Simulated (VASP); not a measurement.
Runs of VASP 6.6.1 on GaGe. Symmetry: F-43m, No. 216, cubic system. The conventional cell has a = 5.796 Å, b = 5.796 Å, c = 5.796 Å, α = 90.00°, β = 90.00°, γ = 90.00°. Around Ge (site symmetry -43m) lie 4 Ga at 2.51 Å. Ga (site symmetry -43m) has 4 Ge at 2.51 Å as nearest neighbours. The cell comes from a database or a generator and needn't be the stable form of this composition.

```tsv
task	level	potentials or basis	cell	k mesh	cutoff (eV)	smearing	ladder	mesh quality	gap on the mesh (eV)	pressure (GPa)
single point	PBEsol	VASP PAW PBE potentials, release 64 (Ge_d, Ga_d)	as given	8 × 8 × 8	520	fermi-dirac 0.05 eV	free	not flagged	none	(a)
relaxation of cell and atoms	PBEsol	VASP PAW PBE potentials, release 64 (Ge_d, Ga_d)	relaxed	8 × 8 × 8	600	fermi-dirac 0.05 eV	gaps	not flagged	none	-0.1
single point	PBE	VASP PAW PBE potentials, release 64 (Ge_d_GW, Ga_d_GW)	as given	5 × 5 × 5	450	gaussian 0.02 eV	-	coarse	none	-
single point	PBE	VASP PAW PBE potentials, release 64 (Ge_d_GW, Ga_d_GW)	as given	5 × 5 × 5	500	gaussian 0.02 eV	-	coarse	none	-0.7
```

Alike in all rows: no spin polarisation.

Q: Estimate the missing entries.

A: (a) -2.4.

Caveats: some runs use coarse meshes; the PAW data sets were made with another functional, which shifts forces and pressure a little (some runs); the cutoff is under 1.25 times the usual one of these potentials, so pressure, stress and relaxed cells hold a basis-set (Pulay) error (some runs).

A k mesh can miss the band edges, and the runs leave out spin-orbit coupling on Ga, Ge.

A gap of «none» marks a metal or a gap under the smearing width.

Not every run made on this cell is shown here.
